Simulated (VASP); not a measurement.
Here is the system:

```xyz
4
Lattice="3.5893 0.0000 0.0000 0.0000 3.5893 0.0000 0.0000 0.0000 3.5893" Properties=species:S:1:pos:R:3 pbc="T T T"
Al     0.0000     0.0000     0.0000
Ni     0.0000     1.7947     1.7947
Ni     1.7947     0.0000     1.7947
Ni     1.7947     1.7947     0.0000
```
Starting moments (μB, in the order of the record's atoms Al Ni Ni Ni): 0.0 0.2 0.2 0.2.

Level of theory: PBEsol GGA, VASP's PBE PAW potentials (set 64) (plane waves; VASP 6.6.1). Settings: 520 eV cut-off, 9×9×9 Γ-centred mesh, first-order Methfessel-Paxton smearing of 0.10 eV, potentials Al Ni.

Task: What does the run give for the cell moment, energy per atom (σ→0), pressure, band gap (on the k-mesh) with the smallest direct gap where there is one?

Result: 
band gap (on the k-mesh): none (metal, semimetal or under 0.01 eV)
cell moment: 0.00 μB
energy per atom (σ→0): -6.047 eV/atom
pressure: -10.61 GPa

Only differences to runs with the same potentials and settings are physical.

The compound is Ni3Al in the L1_2 structure. This cell is one point of a volume scan, at 1.06 of the reference volume.
